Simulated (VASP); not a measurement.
The system is Be3Se2O.

```xyz
6
Lattice="2.1135 -4.2450 0.0000 2.1135 4.2450 0.0000 0.0000 0.0000 4.7731" Properties=species:S:1:pos:R:3 pbc="T T T"
Be    2.1135   -1.8249    0.0000
Be    2.1135    1.8249    0.0000
Be    2.1135    0.0000    2.3866
Se    0.0000    0.0000    0.0000
Se    2.1135    0.0000    0.0000
O     0.0000    0.0000    2.3866
```

The cell was built by a generator and needn't be a form met in nature.

- Program: VASP 6.6.1
- Task: relaxation of cell and atoms
- Functional: PBE
- Potentials or basis: VASP PAW PBE potentials, release 64 (Be, Se, O)
- Cutoff: 520 eV
- k mesh: 4 × 4 × 3
- Occupations: gaussian, width 0.15 eV
- Spin: no spin polarisation

At the start: pressure 31.2 GPa; volume 14.27 Å³/atom.

**Question.** Where does the relaxation end?

**Answer.** Over 10 steps the energy falls by 767.5 meV/atom and the volume is 16.77 Å³/atom (+17.5 %); space group Cmmm (No. 65, to 0.05 Å).

The path:
```
step  energy change (eV)  largest force (eV/Å)  pressure (GPa)  volume (Å³)
   1              0.0000                5.2691           31.21        85.65
   2             -3.5826                0.6747           -9.02       123.25
   3             -3.9330                1.0271           -3.61       110.78
   4             -4.2108                0.7922           -1.97       105.56
   5             -4.5104                0.1320            2.44        96.23
   6             -4.5554                0.1893            1.35        97.49
   7             -4.5790                0.0947            1.47        97.06
   8             -4.5984                0.0322           -0.05        99.57
   9             -4.5994                0.0129           -0.66       100.41
  10             -4.6049                0.0145           -0.16       100.60
```

Final structure:
```
Be Se O
1.0
     2.45859   -4.91039    0.00000
     2.45859    4.91039    0.00000
     0.00000    0.00000    4.16661
Be Se O
3 2 1
Direct
  0.75425 0.24575 0.00000
  0.24575 0.75425 0.00000
  0.50000 0.50000 0.50000
  0.00000 0.00000 0.00000
  0.50000 0.50000 0.00000
  0.00000 0.00000 0.50000
```

Caveat: the k mesh is coarse (spacing up to 0.44 Å⁻¹), so the values aren't converged; the volume moved by over 15 % at a fixed basis, so the end points are rough.
